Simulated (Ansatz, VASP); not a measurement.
**PdPt2S6 in VASP and in Ansatz**

```
Pd Pt S
1.0
     3.57126    0.00000    0.00000
    -1.78563    3.09280    0.00000
     0.00000    0.00000   18.96191
Pd Pt S
1 2 6
Direct
  0.00000 0.00000 0.00000
  0.00000 0.00000 0.33229
  0.00000 0.00000 0.66771
  0.33333 0.66667 0.06487
  0.33333 0.66667 0.39718
  0.33333 0.66667 0.73259
  0.66667 0.33333 0.26741
  0.66667 0.33333 0.60282
  0.66667 0.33333 0.93513
```

Alike in both runs: task single point; functional PBE; k mesh 6 × 6 × 1; occupations gaussian, width 0.1 eV; no spin polarisation.

|  | VASP | Ansatz |
| --- | --- | --- |
| version | VASP 6.6.1 | Ansatz 0.2.0 |
| potentials or method | VASP PAW PBE potentials, release 64 (Pd, Pt, S) | scalar-relativistic, plane waves, PAW |
| plane-wave cutoff (eV) | 520 | 420 |
| valence electrons in the cell | 66 | 90 |

Ansatz gave:

- gap on the k mesh at the Fermi level (eV): 1.36
- least direct gap on the mesh (eV): 1.37
- pressure (GPa): 0.0
- largest component of the traceless stress (GPa): 0.00
- rms of the force components (eV/Å): 0.004

Problem. Estimate VASP's values.

Solution. gap on the k mesh at the Fermi level (eV): 1.36; least direct gap on the mesh (eV): 1.36; pressure (GPa): -0.3; largest component of the traceless stress (GPa): 0.08; rms of the force components (eV/Å): 0.020.

Atom by atom the forces differ by 0.016 eV/Å (rms over components). The functional is the same, so the differences come from potentials, cutoffs and numerics. The two sets of potentials don't hold the same shells in valence.

Caveats: spin-orbit coupling is left out, which moves the levels of the heavy elements; an odd mesh through Γ misses points on the zone boundary, where band edges often lie; this functional lacks dispersion, which binds the layers, so the pressure and a relaxed spacing across them are unreliable.
